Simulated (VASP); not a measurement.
VASP runs on SiC (space group P6_3mc) share one base input (PBE GGA, plane waves, VASP's PBE PAW potentials (set 64)) and change the settings named in each case.

**KPOINTS**
```
Automatic mesh
0
Gamma
6 6 2
0 0 0
```

### INCAR
```
# general
SYSTEM=SiC
PREC  =Accurate
ENCUT =400   # plane-wave cut-off (eV)
LREAL =.False.   # projection in real space or not
LASPH =.True.

# electronic loop
EDIFF =1E-6
NELM  =100   # most electronic steps
ALGO  =Normal

# smearing
ISMEAR=-1
SIGMA =0.05   # width (eV)

# functional
GGA   =PE

# ions
ISIF  =2   # forces and stress, cell fixed

# output
LWAVE =.False.
LCHARG=.False.
```

File POSCAR:
```
SiC
1
    3.0766200000     0.0000000000     0.0000000000
   -1.5383100000     2.6644310000     0.0000000000
    0.0000000000     0.0000000000    15.0980800000
Si C
6 6
Direct
  0.3333330000   0.6666670000   0.8329900000
  0.6666670000   0.3333330000   0.3329900000
  0.6666670000   0.3333330000   0.6665000000
  0.3333330000   0.6666670000   0.1665000000
  0.0000000000   0.0000000000   0.4997300000
  0.0000000000   0.0000000000   0.9997300000
  0.0000000000   0.0000000000   0.8743700000
  0.0000000000   0.0000000000   0.3743700000
  0.3333330000   0.6666670000   0.7080000000
  0.6666670000   0.3333330000   0.2080000000
  0.6666670000   0.3333330000   0.5415200000
  0.3333330000   0.6666670000   0.0415200000
```

POTCAR, in this order: Si C (PBE.64 set). Program: vasp_std.

| change | E(σ→0) (eV/atom) | pressure (GPa) | gap on the mesh (eV) | −TS (eV) |
|---|---|---|---|---|
| base run | -7.5286 | 2.71 | 2.02 | 0.0000 |
| NBANDS = 88 | -7.5286 | 2.71 | 2.02 | 0.0000 |
| SIGMA = 0.5 | -7.5177 | 2.83 | 2.03 | -0.4821 |
| IVDW = 11 | -7.6742 | (withheld) | 2.02 | 0.0000 |
| KPOINTS 6×6×1 Γ-centred mesh shifted by (0.5, 0.5, 0.5) | -7.5328 | 2.70 | 2.45 | 0.0000 |
| EDIFF = 1E-10 | -7.5286 | 2.71 | 2.02 | 0.0000 |

Question: What belongs in the gaps?

Answer: 
- IVDW = 11, pressure (GPa): 0.70

Energies of different potentials or functionals have different zeros.  At 400 eV the pressure can carry a Pulay error.

Left out are runs that ran out of time, are held back, or changed the cell or the kind of run, fixed moments of cells without a moment, rows past the twelfth, gaps on odd meshes, pressures of charged cells and columns that move by less than the noise.

The structure comes from a computed database's SiC entry; how it stands against other phases isn't given here. The cell was not relaxed at this level.
